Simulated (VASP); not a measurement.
Energy against volume of BP (zinc blende). Calculation: HSEsol screened hybrid, VASP's PBE PAW potentials (set 64) (plane waves; VASP). Run with 520 eV cut-off, 8×8×8 Γ-centred mesh, Gaussian smearing of 0.050 eV, potentials B P.

| V (Å³/atom) | E (eV/atom) |
|---|---|
| 10.689 | -7.65587 |
| 11.041 | -7.67762 |
| 11.393 | -7.68514 |
| 11.746 | -7.68036 |

Fit these four points and predict the energy of the run at 12.098 Å³/atom.

A cubic in V^(−2/3), the third-order Birch-Murnaghan form, passes through the four points with V0 = 11.42 Å³/atom and B0 = 179 GPa, and gives -7.6650 eV/atom there. The run gave -7.6649 eV/atom, +0.1 meV/atom from the fit; all five points give B0 = 179 GPa.

The compound is BP in the zinc blende structure. It was relaxed first. The cell's shape comes from a PBE relaxation.
